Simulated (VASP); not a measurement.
Consider the following.

```yaml
crystal:
  lattice:
    - [5.86541, 0.00000, 0.00000]
    - [0.00000, 5.86541, 0.00000]
    - [0.00000, 0.00000, 20.41794]
  atoms:
    - { symbol: Ag, position: [0.25107, 0.25107, 0.35009] }
    - { symbol: Ag, position: [0.74893, 0.25107, 0.35009] }
    - { symbol: Ag, position: [0.25107, 0.74893, 0.35009] }
    - { symbol: Ag, position: [0.74893, 0.74893, 0.35009] }
    - { symbol: Ag, position: [0.00000, 0.00000, 0.44883] }
    - { symbol: Ag, position: [0.50000, 0.00000, 0.44926] }
    - { symbol: Ag, position: [0.00000, 0.50000, 0.44926] }
    - { symbol: Ag, position: [0.50000, 0.50000, 0.44940] }
    - { symbol: Ag, position: [0.24905, 0.24905, 0.55113] }
    - { symbol: Ag, position: [0.75095, 0.24905, 0.55113] }
    - { symbol: Ag, position: [0.24905, 0.75095, 0.55113] }
    - { symbol: Ag, position: [0.75095, 0.75095, 0.55113] }
    - { symbol: Ag, position: [0.00000, 0.00000, 0.64924] }
    - { symbol: Ag, position: [0.50000, 0.00000, 0.65195] }
    - { symbol: Ag, position: [0.00000, 0.50000, 0.65195] }
    - { symbol: Ag, position: [0.50000, 0.50000, 0.64812] }
    - { symbol: F, position: [0.00000, 0.00000, 0.74976] }
```

Level of theory: PBE GGA, VASP's PBE PAW potentials (set 64) (plane waves; VASP 6.6.1). Settings: PREC = Normal, 400 eV cut-off, 5×5×1 Γ-centred mesh, first-order Methfessel-Paxton smearing of 0.10 eV, potentials Ag F.

Q: Estimate the energy per atom (σ→0), band gap (on the k-mesh) with the smallest direct gap where there is one.

A: 
| Property | Value |
|---|---|
| band gap (on the k-mesh) | none (metal, semimetal or under 0.01 eV) |
| energy per atom (σ→0) | -2.577 eV/atom |

The absolute energy has meaning only against runs of the same code, potentials and settings.

The cell is a thin slab with vacuum, built from Ag (fcc): (100) face, F adsorbed.
